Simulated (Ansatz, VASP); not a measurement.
Li3ClO: VASP beside Ansatz

```
CELL_PARAMETERS angstrom
3.90834 0.00000 0.00000
0.00000 3.90834 0.00000
0.00000 0.00000 3.90834
ATOMIC_POSITIONS crystal
Li 0.00000 0.50000 0.50000
Li 0.50000 0.00000 0.50000
Li 0.50000 0.50000 0.00000
Cl 0.00000 0.00000 0.00000
O 0.50000 0.50000 0.50000
```

The cell comes from a database or a generator and needn't be the stable form of this composition.

Alike in both runs: task single point; functional LDA; k mesh 6 × 6 × 6; occupations gaussian, width 0.05 eV; no spin polarisation.

```csv
,VASP,Ansatz
version,VASP 6.6.1,Ansatz 0.2.0
potentials or method,"VASP PAW LDA potentials, release 64 (Li_sv, Cl, O)","scalar-relativistic, plane waves, PAW"
plane-wave cutoff (eV),520,420
valence electrons in the cell,22,22
```

|  | VASP | Ansatz | Ansatz less VASP |
| --- | --- | --- | --- |
| gap on the k mesh at the Fermi level (eV) | 4.59 | 4.57 | -0.018 |
| least direct gap on the mesh (eV) | 4.61 | 4.61 | -0.003 |

 A k mesh can miss the band edges. LDA gaps usually lie below the measured ones, often by a third to a half.
